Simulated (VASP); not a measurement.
Computed with r2SCAN meta-GGA, VASP's PBE PAW potentials (set 64) (plane waves; VASP).

Input for VASP

File KPOINTS:
```
Automatic mesh
0
Gamma
9 9 6
0 0 0
```

**POSCAR**
```
PtSe2
1.0
  3.7681246310   0.0000000000   0.0000000000
 -1.8840623155   3.2632919064   0.0000000000
  0.0000000000   0.0000000000   4.8795128888
Pt Se
1 2
Cartesian
  0.0000000000   0.0000000000   4.8795128888
 -0.0000018841   2.1755290254   1.2541721795
  1.8840641996   1.0877628810   3.6253407093
```

**INCAR**
```
SYSTEM=PtSe2
PREC=Accurate; ENCUT=480; LREAL=.FALSE.
LASPH=.TRUE.
EDIFF=1E-6; NELM=100; ALGO=Normal
LMAXMIX=6; LMIXTAU=.TRUE.
ISMEAR=1; SIGMA=0.1
METAGGA=R2SCAN
IBRION=2; NSW=60; ISIF=3
EDIFFG=-0.02
LWAVE=.FALSE.; LCHARG=.FALSE.
```

POTCAR, in this order: Pt Se (PBE.64 set). Program: vasp_std.

Task: What will the output report for the number of irreducible k-points (NKPTS), largest plane-wave count, number of space-group operations, FFT grid (NGX, NGY, NGZ)?

Result: 
The number of irreducible k-points (NKPTS) comes out as 62 and the largest plane-wave count is 1446. The number of space-group operations is 12 and the FFT grid (NGX, NGY, NGZ) is 28 × 28 × 36.

The compound is PtSe2 in the 1T layered structure. This run relaxes it. Symmetry was kept, so distortions that lower it aren't found.
